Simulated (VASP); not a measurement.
Output of a VASP run:

### OSZICAR
```
       N       E                     dE             d eps       ncg     rms          rms(c)
DAV:   1     0.214418486271E+02    0.21442E+02   -0.34923E+03   480   0.753E+02
DAV:   2    -0.808637918662E+01   -0.29528E+02   -0.28336E+02   680   0.105E+02
DAV:   3    -0.890992152908E+01   -0.82354E+00   -0.82354E+00   576   0.241E+01
DAV:   4    -0.891288671035E+01   -0.29652E-02   -0.29652E-02   712   0.161E+00
DAV:   5    -0.891289009853E+01   -0.33882E-05   -0.33882E-05   592   0.519E-02    0.436E+00
DAV:   6    -0.854389791570E+01    0.36899E+00   -0.95874E-01   504   0.484E+00    0.343E+00
DAV:   7    -0.850296214378E+01    0.40936E-01   -0.23716E-01   608   0.259E+00    0.229E+00
DAV:   8    -0.850294515916E+01    0.16985E-04   -0.13600E-02   544   0.986E-01    0.894E-01
DAV:   9    -0.850275749370E+01    0.18767E-03   -0.55542E-04   576   0.191E-01    0.279E-01
DAV:  10    -0.850279653005E+01   -0.39036E-04   -0.15049E-04   632   0.804E-02    0.141E-02
DAV:  11    -0.850279409536E+01    0.24347E-05   -0.21352E-05   568   0.239E-02    0.108E-02
DAV:  12    -0.850279410316E+01   -0.78069E-08   -0.42034E-07   664   0.557E-03
   1 F= -.85027941E+01 E0= -.85027941E+01  d E =-.302686E-17
```

OUTCAR:
```
------------------------ aborting loop because EDIFF is reached ----------------------------------------
  FORCE on cell =-STRESS in cart. coord.  units (eV):
  Direction    XX          YY          ZZ          XY          YZ          ZX
  --------------------------------------------------------------------------------------
  Total       -0.0047368     -0.0047368     -0.0047368      0.0000000      0.0000000      0.0000000
  in kB       -0.2130221     -0.2130221     -0.2130221      0.0000000      0.0000000      0.0000000
  external PRESSURE =      -0.2130221 kB  Pullay stress =       0.0000000 kB
  volume of cell :       35.63
      direct lattice vectors                 reciprocal lattice vectors
     0.000000000  2.611633395  2.611633395    -0.191451067  0.191451067  0.191451067
     2.611633395  0.000000000  2.611633395     0.191451067 -0.191451067  0.191451067
     2.611633395  2.611633395  0.000000000     0.191451067  0.191451067 -0.191451067
 POSITION                                       TOTAL-FORCE (eV/Angst)
 -----------------------------------------------------------------------------------
      0.00000      0.00000      0.00000        -0.000000      0.000000      0.000000
      2.61163      2.61163      2.61163         0.000000     -0.000000     -0.000000
 -----------------------------------------------------------------------------------
    total drift:                                0.000000      0.000000      0.000000
  FREE ENERGIE OF THE ION-ELECTRON SYSTEM (eV)
  ---------------------------------------------------
  free  energy   TOTEN  =        -8.5027941032 eV

  energy  without entropy=       -8.5027941032  energy(sigma->0) =       -8.50279410
```
(Selected blocks of OUTCAR.)

POSCAR:
```
MgS
1
    0.0000000000     2.6116333952     2.6116333952
    2.6116333952    -0.0000000000     2.6116333952
    2.6116333952     2.6116333952     0.0000000000
Mg S
1 1
Direct
  0.0000000000   0.0000000000   0.0000000000
  0.5000000000   0.5000000000   0.5000000000
```

Question: Write an INCAR and KPOINTS that could have produced this output.

Answer: This is not unique; one that fits is the input of the run itself, PBE GGA, plane waves, VASP's PBE PAW potentials (set 64).

INCAR:
```
! general
SYSTEM=MgS
PREC  =Accurate
ENCUT =480
LREAL =.FALSE.
LASPH =.TRUE.

! electronic loop
EDIFF =1E-7
NELM  =100
ALGO  =Normal

! smearing
ISMEAR=0
SIGMA =0.05

! functional
GGA   =PE

! ions
ISIF  =2

! output
LWAVE =.FALSE.
LCHARG=.FALSE.
```

### KPOINTS
```
kpoints
0
gamma
  8 8 8
0 0 0
```

POTCAR, in this order: Mg S (PBE.64 set). Program: vasp_std.

The compound is MgS in the rock salt structure. It was relaxed first.
